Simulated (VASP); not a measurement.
```yaml
crystal:
  lattice:
    - [6.09372, 0.00000, 0.00000]
    - [0.00000, 6.09372, 0.00000]
    - [0.00000, 0.00000, 6.09372]
  atoms:
    - { symbol: Cd, position: [0.98601, 0.98601, 0.98601] }
    - { symbol: Cd, position: [0.51399, 0.51399, 0.98601] }
    - { symbol: Cd, position: [0.51399, 0.98601, 0.51399] }
    - { symbol: Cd, position: [0.98601, 0.51399, 0.51399] }
    - { symbol: Te, position: [0.25000, 0.25000, 0.25000] }
    - { symbol: S, position: [0.75000, 0.75000, 0.25000] }
    - { symbol: S, position: [0.75000, 0.25000, 0.75000] }
    - { symbol: S, position: [0.25000, 0.75000, 0.75000] }
```

Method: PBE GGA, VASP's PBE PAW potentials (set 64) (plane waves; VASP). Run with 400 eV cut-off, Gaussian smearing of 0.050 eV, potentials Cd Te S.

Unless said otherwise, spin-orbit coupling is left out, though it shifts the bands of the heavy elements here.

Q: Give the energies of bands 27 to 40 at the high-symmetry points, in eV from the valence-band maximum.

A: 
```
band      Γ      X      M      R
----  -----  -----  -----  -----
27    -3.94  -2.74  -3.40  -4.11
28    -1.94  -2.31  -3.30  -4.11
29    -1.94  -2.20  -2.28  -1.18
30    -1.94  -2.20  -2.00  -1.18
31    -1.71  -2.19  -2.00  -0.97
32    -1.71  -1.87  -1.62  -0.97
33    -1.71  -1.30  -1.21  -0.97
34     0.00  -1.30  -0.97  -0.30
35     0.00  -0.69  -0.49  -0.30
36     0.00  -0.69  -0.49  -0.30
37     0.67   2.92   3.55   2.27
38     3.16   3.27   3.58   2.27
39     3.39   4.29   3.58   2.27
40     3.39   4.32   4.03   3.27
```

The gap is direct, 0.67 eV, from the valence maximum at Γ to the conduction minimum at Γ.

The structure was generated: Cd4S3Te was put into an ordered model structure (P-43m), which need not be its known phase. It was relaxed first, which changed the volume by +6 %.
